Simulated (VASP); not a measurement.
Energy against volume of GaP (zinc blende). Method: RPBE GGA, VASP's PBE PAW potentials (set 64) (plane waves; VASP 6.6.1).

```csv
V (Å³/atom),E (eV/atom)
20.124,-4.21112
20.766,-4.22575
21.408,-4.23032
22.051,-4.22635
22.693,-4.21518
```

Problem. Fit a third-order Birch-Murnaghan equation of state.

Solution. 
The volume per atom is 21.41 Å³/atom and the bulk modulus is 706 kbar. The pressure derivative of the bulk modulus is 4.56. The lattice constant a comes out as 5.554 Å.

Measured: bulk modulus 89.6 GPa at 0 K (computed value off by -21.2 %), as given by Daniel Mejia-Rodriguez et al., Physical Review B (2018), arXiv:1807.09216 [0 K value with the zero-point phonon effect removed]; a 5.439 Å at 0 K (computed value off by +2.1 %), as given by Daniel Mejia-Rodriguez et al., Physical Review B (2018), arXiv:1807.09216 [static lattice: zero-point anharmonic expansion removed].

The compound is GaP in the zinc blende structure. It was relaxed first, which changed the volume by +6 %.
